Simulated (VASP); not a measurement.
A run of VASP 6.6.1 is set up as follows.

The input INCAR:

```
SYSTEM = MoAu6
PREC = Accurate
ENCUT = 520
EDIFF = 1E-6
ISMEAR = 0
SIGMA = 0.1
LREAL = .False.
LASPH = .True.
NELM = 100
ALGO = Fast
ISIF = 2
LWAVE = .False.
LCHARG = .True.
GGA = PE
LELF = .True.
LVHAR = .True.
NBANDS = 49
```

File KPOINTS:

```
Automatic mesh
0
Gamma
  6 6 6
  0 0 0
```

The input POSCAR:

```
MoAu6
1.0
    6.4506523152      0.0000000000      0.0000000000
    0.0000000000      6.4506523152      0.0000000000
    0.0000000000      0.0000000000      6.4506523152
Mo Au
1 6
Direct
    0.0000000000      0.0000000000      0.0000000000
    0.8025394995      0.5000000000      0.5000000000
    0.1974605005      0.5000000000      0.5000000000
    0.5000000000      0.5000000000      0.8025394995
    0.5000000000      0.5000000000      0.1974605005
    0.5000000000      0.1974605005      0.5000000000
    0.5000000000      0.8025394995      0.5000000000
```

Potentials or basis: VASP PAW PBE potentials, release 64 (Mo_sv, Au).

Run with:

```console
$ cat potpaw_PBE.64/Mo_sv/POTCAR potpaw_PBE.64/Au/POTCAR > POTCAR
$ mpirun -np 1 vasp_std > vasp.out
```

(1) What does it give for the band gap on the k mesh?

(2) What does it give for the pressure?

Answers

(1) none (metal or under the smearing width).

(2) -0.1 GPa.
